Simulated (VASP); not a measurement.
ZnO:

```
Zn O
1.0
     3.24931    0.00000    0.00000
    -1.62465    2.81398    0.00000
     0.00000    0.00000    5.20571
Zn O
2 2
Direct
  0.33333 0.66667 0.50000
  0.66667 0.33333 0.00000
  0.66667 0.33333 0.37901
  0.33333 0.66667 0.87901
```

```yaml
Program: VASP 6.6.1
Task: relaxation of cell and atoms
Functional: PBE
Potentials_or_basis: VASP PAW PBE potentials, release 64 (Zn, O)
Cutoff: 520 eV
k_mesh: 12 × 12 × 6
Occupations: gaussian, width 0.02 eV
Spin: no spin polarisation
```

At the start: pressure 6.0 GPa; volume 11.90 Å³/atom.

Question: Where does the relaxation end?

Answer: Over 17 steps the energy falls by 9.4 meV/atom and the volume is 12.41 Å³/atom (+4.3 %); space group P6_3mc (No. 186, to 0.05 Å).

The path:
| step | energy change (eV) | largest force (eV/Å) | pressure (GPa) | volume (Å³) |
| --- | --- | --- | --- | --- |
| 1 | 0.0000 | 0.0740 | 5.98 | 47.60 |
| 2 | -0.0279 | 0.0275 | -2.79 | 50.73 |
| 3 | -0.0376 | 0.0009 | -0.01 | 49.63 |
| 4 | -0.0375 | 0.0020 | -0.11 | 49.67 |
| 5 | -0.0376 | 0.0101 | -0.03 | 49.62 |
| 6 | -0.0376 | 0.0135 | 0.14 | 49.59 |
| 7 | -0.0376 | 0.0121 | 0.03 | 49.61 |
| 8 | -0.0376 | 0.0121 | 0.08 | 49.60 |
| 9 | -0.0377 | 0.0108 | 0.00 | 49.62 |
| 10 | -0.0377 | 0.0100 | -0.02 | 49.63 |
| 11 | -0.0377 | 0.0085 | -0.08 | 49.65 |
| 12 | -0.0377 | 0.0097 | -0.02 | 49.64 |
| 13 | -0.0377 | 0.0013 | 0.00 | 49.63 |
| 14 | -0.0377 | 0.0006 | -0.01 | 49.63 |
| 15 | -0.0377 | 0.0003 | -0.03 | 49.63 |
| 16 | -0.0377 | 0.0005 | 0.06 | 49.61 |
| 17 | -0.0377 | 0.0002 | 0.00 | 49.62 |

Final structure:
```
CELL_PARAMETERS angstrom
3.28672 0.00000 0.00000
-1.64336 2.84638 0.00000
0.00000 0.00000 5.30434
ATOMIC_POSITIONS crystal
Zn 0.33333 0.66667 0.49996
Zn 0.66667 0.33333 0.99996
O 0.66667 0.33333 0.37905
O 0.33333 0.66667 0.87905
```
